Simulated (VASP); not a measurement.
Calculation: PBE GGA with D3 dispersion (Becke-Johnson damping), VASP's PBE PAW potentials (set 64) (plane waves; VASP 6.6.1).

VASP input:

POSCAR:
```
Al
1
    0.0000000000     1.9888891706     1.9888891706
    1.9888891706     0.0000000000     1.9888891706
    1.9888891706     1.9888891706     0.0000000000
Al
1
Direct
  0.0000000000   0.0000000000   0.0000000000
```

### INCAR
```
SYSTEM=Al
PREC=Accurate; ENCUT=520; LREAL=.FALSE.
LASPH=.TRUE.
EDIFF=1E-7; NELM=100; ALGO=Normal
ISMEAR=-5
GGA=PE; IVDW=12
ISIF=2
LWAVE=.FALSE.; LCHARG=.TRUE.; LORBIT=11
NEDOS=601
```

**KPOINTS**
```
Automatic mesh
0
Gamma
18 18 18
0 0 0
```

POTCAR, in this order: Al (PBE.64 set). Program: vasp_std.

Output

File OSZICAR:
```
       N       E                     dE             d eps       ncg     rms          rms(c)
DAV:   1    -0.129820067517E+01   -0.12982E+01   -0.91052E+02  2025   0.336E+02
DAV:   2    -0.374123900300E+01   -0.24430E+01   -0.23869E+01  2530   0.340E+01
DAV:   3    -0.376059182988E+01   -0.19353E-01   -0.18943E-01  2605   0.363E+00
DAV:   4    -0.376066463491E+01   -0.72805E-04   -0.71024E-04  2645   0.208E-01
DAV:   5    -0.376066513841E+01   -0.50350E-06   -0.47724E-06  2645   0.139E-02    0.139E+00
DAV:   6    -0.374713808386E+01    0.13527E-01   -0.14338E-03  2315   0.291E-01    0.812E-01
DAV:   7    -0.373735929301E+01    0.97788E-02   -0.43743E-03  2300   0.474E-01    0.155E-01
DAV:   8    -0.373736269285E+01   -0.33998E-05   -0.22556E-05  2490   0.515E-02    0.124E-02
DAV:   9    -0.373736349460E+01   -0.80176E-06   -0.97257E-07  2445   0.717E-03    0.109E-03
DAV:  10    -0.373736323977E+01    0.25483E-06   -0.47396E-09  1990   0.798E-04    0.108E-03
DAV:  11    -0.373736316147E+01    0.78300E-07   -0.23662E-10  1325   0.154E-04
   1 F= -.40907206E+01 E0= -.40907206E+01  d E =0.000000E+00
```

File OUTCAR:
```
------------------------ aborting loop because EDIFF is reached ----------------------------------------
 Edisp (eV)   -0.35336
  FORCE on cell =-STRESS in cart. coord.  units (eV):
  Direction    XX          YY          ZZ          XY          YZ          ZX
  --------------------------------------------------------------------------------------
  Total      -0.00184    -0.00184    -0.00184     0.00000    -0.00000     0.00000
  in kB      -0.18714    -0.18714    -0.18714     0.00000    -0.00000     0.00000
  external pressure =       -0.19 kB  Pullay stress =        0.00 kB
  volume of cell :       15.73
      direct lattice vectors                 reciprocal lattice vectors
     0.000000000  1.988889171  1.988889171    -0.251396612  0.251396612  0.251396612
     1.988889171  0.000000000  1.988889171     0.251396612 -0.251396612  0.251396612
     1.988889171  1.988889171  0.000000000     0.251396612  0.251396612 -0.251396612
 POSITION                                       TOTAL-FORCE (eV/Angst)
 -----------------------------------------------------------------------------------
      0.00000      0.00000      0.00000         0.000000      0.000000      0.000000
 -----------------------------------------------------------------------------------
    total drift:                               -0.000000      0.000000     -0.000000
  FREE ENERGIE OF THE ION-ELECTRON SYSTEM (eV)
  ---------------------------------------------------
  free  energy   TOTEN  =        -4.0907205514 eV

  energy  without entropy=       -4.0907205514  energy(sigma->0) =       -4.09072055

 total charge

# of ion       s       p       d       tot
------------------------------------------
    1        0.423   0.359   0.000   0.782
```
(Selected blocks of OUTCAR.)

**OUTCAR**
```
 val. band max:        8.5228475185   @ k =  -0.2222   0.3889   0.1667

 cond. band min:       8.3867573212   @ k =  -0.3333   0.4444   0.1111


 Fermi energy:         8.5323576523

 k-point     1 :       0.0000    0.0000    0.0000
  band No.  band energies     occupation
      1      -2.9621      2.00000
      2      21.3907      0.00000
      3      21.3907      0.00000
      4      21.3907      0.00000
      5      23.2492      0.00000

 k-point     2 :       0.0556    0.0000    0.0000
  band No.  band energies     occupation
      1      -2.8755      2.00000
      2      19.8968      0.00000
      3      21.1189      0.00000
      4      21.1189      0.00000
      5      23.6584      0.00000

 k-point     3 :       0.1111    0.0000    0.0000
  band No.  band energies     occupation
      1      -2.6161      2.00000
      2      17.6259      0.00000
      3      20.6352      0.00000
      4      20.6352      0.00000
      5      23.7589      0.00000

 k-point     4 :       0.1667    0.0000    0.0000
  band No.  band energies     occupation
      1      -2.1847      2.00000
      2      15.3304      0.00000
      3      20.1982      0.00000
      4      20.1982      0.00000
      5      23.5695      0.00000

 k-point     5 :       0.2222    0.0000    0.0000
  band No.  band energies     occupation
      1      -1.5832      2.00000
      2      13.1110      0.00000
      3      19.8729      0.00000
      4      19.8729      0.00000
      5      23.3800      0.00000

 k-point     6 :       0.2778    0.0000    0.0000
  band No.  band energies     occupation
      1      -0.8138      2.00000
      2      11.0009      0.00000
      3      19.6779      0.00000
      4      19.6779      0.00000
      5      23.2220      0.00000

 k-point     7 :       0.3333    0.0000    0.0000
  band No.  band energies     occupation
      1       0.1208      2.00000
      2       9.0163      0.30431
      3      19.6201      0.00000
...
```

For a metal the tetrahedron method with Blöchl corrections gives inexact stress and forces.

The compound is Al in the fcc structure. It was relaxed first, which changed the volume by -5 %.
